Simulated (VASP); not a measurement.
All values below come from PBE GGA, VASP's PBE PAW potentials (set 64) (plane waves; VASP).

A VASP calculation is set up with these files.

### INCAR
```
! general
SYSTEM =Hf
PREC   =Accurate
ENCUT  =400
LREAL  =.FALSE.
LASPH  =.TRUE.

! electronic loop
EDIFF  =1E-6
NELM   =100
ALGO   =Normal
LMAXMIX=6

! smearing
ISMEAR =1
SIGMA  =0.1

! functional
GGA    =PE

! ions
ISIF   =2

! output
LWAVE  =.FALSE.
LCHARG =.FALSE.
```

**KPOINTS**
```
kpoints
0
Gamma
 16 16 9
```

**POSCAR**
```
Hf
1
    1.5950000000    -2.7626210000     0.0000000000
    1.5950000000     2.7626210000     0.0000000000
    0.0000000000     0.0000000000     5.0500000000
Hf
2
Direct
  0.3333330000   0.6666670000   0.2500000000
  0.6666670000   0.3333330000   0.7500000000
```

POTCAR, in this order: Hf_pv (PBE.64 set). Program: vasp_std.

The resulting files:

OUTCAR:
```
 ion  position               nearest neighbor table
   1  0.333  0.667  0.250-   2 3.13   2 3.13   2 3.13   2 3.13   2 3.13   2 3.13
   2  0.667  0.333  0.750-   1 3.13   1 3.13   1 3.13   1 3.13   1 3.13   1 3.13
  LATTYP: Found a hexagonal cell.
 ALAT       =     3.1899999670
 C/A-ratio  =     1.5830721167
 Subroutine PRICEL returns:
 Original cell was already a primitive cell.
 Subroutine GETGRP returns: Found 24 space group operations
The static configuration has the point symmetry D_3d.
 The point group associated with its full space group is D_6h.
The dynamic configuration has the point symmetry D_3d.
 Subroutine INISYM returns: Found 24 space group operations
 Subroutine IBZKPT returns following result:
 Found    150 irreducible k-points:

 Following reciprocal coordinates:
            Coordinates               Weight
  0.000000  0.000000  0.000000      1.000000
  0.062500  0.000000  0.000000      6.000000
  0.125000  0.000000  0.000000      6.000000
  0.187500  0.000000  0.000000      6.000000
  0.250000  0.000000  0.000000      6.000000
  0.312500 -0.000000  0.000000      6.000000
  0.375000  0.000000  0.000000      6.000000
...
```

### OSZICAR
```
       N       E                     dE             d eps       ncg     rms          rms(c)
DAV:   1     0.404054007635E+02    0.40405E+02   -0.10308E+04  4296   0.111E+03
DAV:   2    -0.188239393910E+02   -0.59229E+02   -0.58028E+02  5322   0.239E+02
DAV:   3    -0.205400042167E+02   -0.17161E+01   -0.16516E+01  5652   0.282E+01
DAV:   4    -0.205572786515E+02   -0.17274E-01   -0.17271E-01  4910   0.343E+00
DAV:   5    -0.205575491545E+02   -0.27050E-03   -0.27048E-03  5860   0.349E-01    0.656E+01
DAV:   6    -0.200383860303E+02    0.51916E+00   -0.49802E-01  4488   0.546E+00    0.388E+01
DAV:   7    -0.198570558691E+02    0.18133E+00   -0.83313E-01  4538   0.676E+00    0.192E+00
DAV:   8    -0.198473547934E+02    0.97011E-02   -0.54455E-02  4710   0.179E+00    0.414E-01
DAV:   9    -0.198474738827E+02   -0.11909E-03   -0.12067E-03  5886   0.278E-01    0.217E-01
DAV:  10    -0.198474592768E+02    0.14606E-04   -0.37286E-05  4938   0.500E-02    0.177E-01
DAV:  11    -0.198474641435E+02   -0.48667E-05   -0.44238E-06  5502   0.186E-02    0.119E-02
DAV:  12    -0.198474643054E+02   -0.16185E-06   -0.53375E-07  3204   0.587E-03
   1 F= -.19847464E+02 E0= -.19847489E+02  d E =0.732017E-04
```

File OUTCAR:
```
------------------------ aborting loop because EDIFF is reached ----------------------------------------
  FORCE on cell =-STRESS in cart. coord.  units (eV):
  Direction    XX          YY          ZZ          XY          YZ          ZX
  --------------------------------------------------------------------------------------
  Total        0.2397506      0.2397506      0.2155778     -0.0000000      0.0000000      0.0000000
  in kB        8.6311143      8.6311140      7.7608848     -0.0000000      0.0000000      0.0000000
  external PRESSURE =       8.3410377 kB  Pullay stress =       0.0000000 kB
  volume of cell :       44.50
      direct lattice vectors                 reciprocal lattice vectors
     1.595000000 -2.762621000  0.000000000     0.313479624 -0.180987548  0.000000000
     1.595000000  2.762621000  0.000000000     0.313479624  0.180987548  0.000000000
     0.000000000  0.000000000  5.050000000     0.000000000  0.000000000  0.198019802
 POSITION                                       TOTAL-FORCE (eV/Angst)
 -----------------------------------------------------------------------------------
      1.59500      0.92088      1.26250        -0.000000     -0.000000      0.000000
      1.59500     -0.92088      3.78750         0.000000      0.000000      0.000000
 -----------------------------------------------------------------------------------
    total drift:                               -0.000005      0.000182     -0.000016
  FREE ENERGIE OF THE ION-ELECTRON SYSTEM (eV)
  ---------------------------------------------------
  free  energy   TOTEN  =       -19.8474643054 eV

  energy  without entropy=      -19.8475375070  energy(sigma->0) =      -19.84748871
```
(Selected blocks of OUTCAR.)

The compound is Hf in the hcp structure. The cell was not relaxed at this level. The run is one of a series of settings (KPOINTS 16×16×9 Γ-centred mesh against the base run), some of them coarse on purpose.
